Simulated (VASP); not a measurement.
A run of VASP 6.6.1:

POSCAR

```
Ga2PN                                   
1.0
    3.5847645076      0.0000000000      0.0000000000
    0.0000000000      3.5847645076      0.0000000000
   -0.0000000000      0.0000000000      9.8726785013
  Ga              P               N             
     4     2     2
Direct
     1.0000000000000000    0.0000000000000000    0.2958151970887496
     1.0000000000000000    0.0000000000000000    0.7041848029112504
     0.5000000000000000    0.5000000000000000    0.5000000000000000
     0.5000000000000000    0.5000000000000000    0.0000000000000000
     0.0000000000000000    0.5000000000000000    0.8526100395459126
     0.5000000000000000    0.0000000000000000    0.1473899604540874
     0.0000000000000000    0.5000000000000000    0.4009477926705028
     0.5000000000000000    0.0000000000000000    0.5990522073294973
```

INCAR.step1

```
SYSTEM = Ga2PN
PREC = Accurate ; ENCUT = 520
EDIFF = 1E-7 ; ISMEAR = 0
SIGMA = 0.1 ; LREAL = .FALSE.
LASPH = .TRUE. ; NELM = 100
ALGO = Fast ; ISIF = 2
LWAVE = .FALSE. ; LCHARG = .TRUE.
GGA = PE ; KPAR = 4
```

KPOINTS.step1

```
regular mesh
0
G
  8 8 4
  0 0 0
```

The input INCAR.step2:

```
SYSTEM = Ga2PN
PREC = Accurate ; ENCUT = 520
EDIFF = 1E-7 ; ISMEAR = -5
SIGMA = 0.1 ; LREAL = .FALSE.
LASPH = .TRUE. ; NELM = 100
ALGO = Fast ; ISIF = 2
LWAVE = .FALSE. ; LCHARG = .FALSE.
GGA = PE ; LORBIT = 11
KPAR = 4 ; NEDOS = 2001
ICHARG = 11
```

The input KPOINTS.step2:

```
regular mesh
0
G
  12 12 6
  0 0 0
```

Potentials or basis: VASP PAW PBE potentials, release 64 (Ga_d, P, N).

The run is started by

```console
$ cat potpaw_PBE.64/Ga_d/POTCAR potpaw_PBE.64/P/POTCAR potpaw_PBE.64/N/POTCAR > POTCAR
$ cp INCAR.step1 INCAR
$ cp KPOINTS.step1 KPOINTS
$ mpirun -np 4 vasp_std > vasp.out
$ cp INCAR.step2 INCAR
$ cp KPOINTS.step2 KPOINTS
$ mpirun -np 4 vasp_std > vasp.out
```

Hardware: 4 MPI ranks on AMD EPYC 9R14 (Zen 4), on a shared host.

How long does it take, and how much memory?

It took 3.1 min on 4 MPI ranks on AMD EPYC 9R14 (Zen 4), with other jobs on the host, peak memory 0.55 GiB a rank. Counts: scf iterations 17, k points 112.
